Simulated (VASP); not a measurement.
Here is the system:

```
CELL_PARAMETERS angstrom
      0.00000     3.00181     3.00181
      3.00181     0.00000     3.00181
      3.00181     3.00181     0.00000
ATOMIC_POSITIONS crystal
  Cd 0.00000 0.00000 0.00000
  S  0.25000 0.25000 0.25000
```

Method: PBE GGA, VASP's PBE PAW potentials (set 64) (plane waves; VASP). Settings: 300 eV cut-off, 5×5×5 Γ-centred mesh, Gaussian smearing of 0.050 eV, potentials Cd S.

At this cut-off the stress carries a Pulay error, which pulls relaxed volumes low.

Q: Give the stress tensor in GPa (positive for a compressed cell).

A: 
```
-1.73   0.00   0.00
 0.00  -1.73   0.00
 0.00   0.00  -1.73
```
The pressure is its mean diagonal, -1.73 GPa.

The structure comes from a computed database's CdS entry; how it stands against other phases isn't given here. The cell was not relaxed at this level.
